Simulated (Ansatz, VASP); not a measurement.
# BiAs: VASP beside Ansatz, part 2 of 2

Wanted: the spread between two codes on one cell, functional and k mesh. The cell is invented: As first built, before any earlier steps moved the atoms (in the runner's words): it takes the AsP structure with some of its atoms replaced by other elements, volume scaled by an estimate. It may not be a known or stable phase. The cell is taken from a series of runs on this material, whose earlier steps may have relaxed, scaled, displaced or heated it; both programs get it as it stands. Valence electrons are named where the data sets of a main pair hold unlike numbers.

VASP 6.6.1 and Ansatz 0.2.0.

So far: Starting point; VASP: single point, LDA; Ansatz: single point, LDA; Differences.

### 5. VASP: single point, BLYP

Level of this step: BLYP; plane waves and PAW (Bi_d_GW, As_GW); invented cell (VASP).

With cell and atoms fixed, the geometry can't cause a difference; cores, projectors, grids and the points listed under the comparison can.

The input, INCAR:

```
SYSTEM = BiAs
PREC = Accurate
ENCUT = 520
EDIFF = 1E-06
NELM = 100
ISMEAR = 0
SIGMA = 0.02
LREAL = .FALSE.
ALGO = Normal
GGA = B5
ALDAX = 1
AGGAX = 1
AGGAC = 1
ALDAC = 0
NBANDS = 17
LORBIT = 11
LWAVE = .FALSE.
LCHARG = .FALSE.
KPAR = 2
ISIF = 2
```

The input, POSCAR:

```
BiAs
1.0
    2.1264006924      1.2276782936      3.6825905750
   -2.1264006924      1.2276782936      3.6825905750
    0.0000000000     -2.4553565871      3.6825905750
Bi As
1 1
Direct
    0.2317986543      0.2317986543      0.2317986543
    0.7682013457      0.7682013457      0.7682013457
```

The input, KPOINTS:

```
Automatic mesh
0
Gamma
4 4 4
0 0 0
```

Potentials, in the order of the species: Bi_d_GW and As_GW (PBE family, release 64).

Run with:

```bash
$ mpirun -np 2 vasp_std
```

Numbers of over 12 decimals in the logs are rounded to 6 here.

The log of the run:

```text
[banner, memory and clock lines left out]
running    2 mpi-ranks, on    1 nodes
[...]
|                                                                             |
|               ----> ADVICE to this user running VASP <----                  |
|                                                                             |
|     You enforced a specific xc type in the INCAR file but a different       |
|     [... a line on the potential file left out ...]
|     I HOPE YOU KNOW WHAT YOU ARE DOING!                                     |
|                                                                             |

 LDA part: xc-table for (Slater(with rela. corr.)+VWN5), standard interpolation
 POSCAR, INCAR and KPOINTS ok, starting setup
[...]
entering main loop
       N       E                     dE             d eps       ncg     rms          rms(c)
DAV:   1     0.131641938663E+03    0.13164E+03   -0.14477E+04   655   0.189E+03
DAV:   2    -0.201541301227E+00   -0.13184E+03   -0.12919E+03   643   0.469E+02
DAV:   3    -0.728950592600E+01   -0.70880E+01   -0.69340E+01   625   0.973E+01
DAV:   4    -0.755056463892E+01   -0.26106E+00   -0.26076E+00   699   0.167E+01
[...]
DAV:  10    -0.729917075112E+01   -0.44546E-04   -0.17904E-04   555   0.132E-01    0.864E-03
DAV:  11    -0.729917480329E+01   -0.40522E-05   -0.14613E-05   587   0.264E-02    0.524E-03
DAV:  12    -0.729917563053E+01   -0.82725E-06   -0.27282E-06   492   0.106E-02
   1 F= -.72991756E+01 E0= -.72991756E+01  d E =-.115637E-10
```

OUTCAR, selected parts (step 5):

```text
  Total        1.3778635      1.3778641      1.3470256     -0.0000000      0.0000000      0.0000000
  in kB       38.2721103     38.2721279     37.4155430     -0.0000000      0.0000000      0.0000000
  external PRESSURE =      37.9865937 kB  Pullay stress =       0.0000000 kB

 POSITION                                       TOTAL-FORCE (eV/Angst)
 -----------------------------------------------------------------------------------
      0.00000      0.00000      2.56086         0.000000     -0.000000     -0.149284
      0.00000      0.00000      8.48691         0.000000      0.000000      0.149284
 -----------------------------------------------------------------------------------
    total drift:                               -0.000000     -0.000004      0.000338

  FREE ENERGIE OF THE ION-ELECTRON SYSTEM (eV)
  ---------------------------------------------------
  free  energy   TOTEN  =        -7.2991756305 eV

  energy  without entropy=       -7.2991756305  energy(sigma->0) =       -7.29917563

[... 2 parts as in an earlier step ...]

[... 1 further part left out ...]
[key lines of the parts left out:]
E-fermi :   3.9225
```

The PAW data sets were made with PBE, which is usual practice but a small mismatch for other functionals.

### 6. Ansatz: single point, BLYP

The same cell, functional (in two slightly different forms), mesh and smearing now go to Ansatz, which takes its cutoff from its data sets.

The cell is taken from a series of runs on this material, whose earlier steps may have relaxed, scaled, displaced or heated it; both programs get it as it stands.

The input, input.yaml:

```yaml
crystal:
  lattice:
    - [2.1264006924, 1.2276782936, 3.682590575]
    - [-2.1264006924, 1.2276782936, 3.682590575]
    - [0.0, -2.4553565871, 3.682590575]
  atoms:
    - { symbol: Bi, position: [0.2317986543, 0.2317986543, 0.2317986543] }
    - { symbol: As, position: [0.7682013457, 0.7682013457, 0.7682013457] }
hamiltonian:
  xc: blyp
  pseudopotentials: { kind: paw }
kpoints:
  mp_grid: { grid: [4, 4, 4] }
  band_path:
    path:
      - [0.0, 0.0, 0.0]
      - [0.13333, 0.0, 0.0]
      - [0.3, 0.0, 0.0]
      - [0.46667, 0.0, 0.0]
      - [0.5, 0.0, 0.0]
      - [0.5, 0.04815, -0.04815]
      - [0.5, 0.1284, -0.1284]
      - [0.5, 0.20866, -0.20866]
      - [0.72468, 0.5, 0.27532]
      - [0.63826, 0.5, 0.36174]
      - [0.55185, 0.5, 0.44815]
      - [0.46667, 0.46667, 0.46667]
      - [0.3, 0.3, 0.3]
      - [0.13333, 0.13333, 0.13333]
      - [0.0, 0.0, 0.0]
      - [0.12346, 0.0, -0.12346]
      - [0.22223, 0.0, -0.22223]
      - [0.34569, 0.0, -0.34569]
      - [0.6037, 0.3963, 0.0]
      - [0.56049, 0.43951, 0.0]
      - [0.51728, 0.48272, 0.0]
      - [0.51728, 0.51728, 0.0321]
      - [0.56049, 0.56049, 0.11235]
      - [0.6037, 0.6037, 0.19261]
      - [0.62098, 0.62098, 0.25804]
      - [0.57777, 0.57777, 0.34446]
      - [0.53457, 0.53457, 0.43087]
      - [0.5, 0.0, 0.0]
      - [0.58641, 0.12346, 0.12346]
      - [0.67283, 0.24692, 0.24692]
      - [0.75924, 0.37038, 0.37038]
    npoints: 1
scf:
  occupations: { method: gaussian, width: 0.02 }
  n_extra_bands: 7
output:
  forces: true
  stress: true
  eigenvalues: true
```

Run with:

```bash
$ ansatz run input.yaml --threads 2 --pin off --max-ram 4608MiB --backend cpu --events-out ev --progress --plain --runs-dir out
```

The log of the run:

```text
[...]
Crystal: 2 atoms, lattice volume = 57.681 Å³
Basis set: ecut = 420 eV, 1141 PW (Γ), exchange–correlation on 60×60×60 points (8 copies of the dense FFT grid, shifted against one another)
Bands: 22, of which v1, the nominal top of the filled ones, is band 15 counted from 1 (14 counted from 0)
Symmetry: 6 space group operations
[...]
k-points: 13 of 64 (time reversal used)
[...]
k-point 0: bands = [... 11 lower, 3.2395, 8.5453, 8.6316, 8.6316, 12.6825, 13.3470, 13.3470, 16.6473, ... 3 higher]
  k-point 1: bands = [... 11 lower, 1.7718, 8.5371, 8.5723, 9.0610, 11.5210, 12.0741, 12.2386, 16.2276, ... 3 higher]
  k-point 2: bands = [... 11 lower, -0.3765, 8.5668, 8.6038, 9.8858, 10.0591, 10.9378, 11.3475, 18.5880, ... 3 higher]
  k-point 12: bands = [... 11 lower, 0.3523, 9.1420, 9.1420, 9.2802, 10.9299, 10.9299, 11.1522, 17.9869, ... 3 higher]
[key lines of the parts left out:]
SCF converged after 6 iterations
Free energy (F): -17292.090691 eV
Fermi energy:    9.972424 eV
P = ⅓ Tr σ = 3.7182 GPa (37.182 kbar)
```

### 7. Comparison

What differs besides the data sets and the points named for the pairs above, as far as they apply: the data sets hold 30 valence electrons in Ansatz (on its default PAW (the set named soft_2) files) and 22 in VASP; Ansatz makes its cores anew for this functional, VASP keeps those of its PBE data sets; VASP leaves aspherical gradient terms in its spheres out (LASPH is not set), Ansatz keeps them. Total energies have different zeros and are not compared.

Both answers:

| quantity | Ansatz | VASP | difference |
| --- | --- | --- | --- |
| pressure (GPa) | 3.72 | 3.80 | -0.08 |
| gap on the k mesh (eV) | 0.173 | 0.171 | +0.002 |

Forces (eV/Å; atoms numbered as in POSCAR):

| atom | Ansatz x, y, z | VASP x, y, z |
| --- | --- | --- |
| Bi1 | 0.000, 0.000, -0.169 | 0.000, 0.000, -0.149 |
| As2 | 0.000, 0.000, 0.169 | 0.000, 0.000, 0.149 |

The forces differ by 11 meV/Å r.m.s., which is 13.1 % of the r.m.s. force of 0.086 eV/Å (both taken over all components). A gap on the mesh is an upper bound, since the band edges may lie between its points; neither run holds spin-orbit coupling, which can move the band edges of a compound of Bi. Ansatz's pressure holds a Pulay correction of 0.04 GPa; VASP's holds none.

### 8. Summary of results

```
r.m.s. force difference (single point, LDA)  : 10 meV/Å
r.m.s. force difference (single point, BLYP) : 11 meV/Å
```

The r.m.s. force difference is 11 meV/Å (single point, BLYP), within the 12 meV/Å picked in this series as the mark of a large difference. The data sets hold unlike numbers of valence electrons (30 in Ansatz and 22 in VASP), so part of the differences comes from the potentials. How closely two codes agree says nothing of how well the functional describes the real material.

[Lines on the potential files, build, host, timing and source positions are cut from VASP's logs without a mark.]

[Logs are printed without paths, hosts, clocks, repeated set-up lines and the standing remarks that a program may print on its own settings, such as how far it seeks lower states.]

[Hosts, paths, dates, database ids (printed as entryN), source tags and the programs' standing remarks are cut or masked in the printed files.]
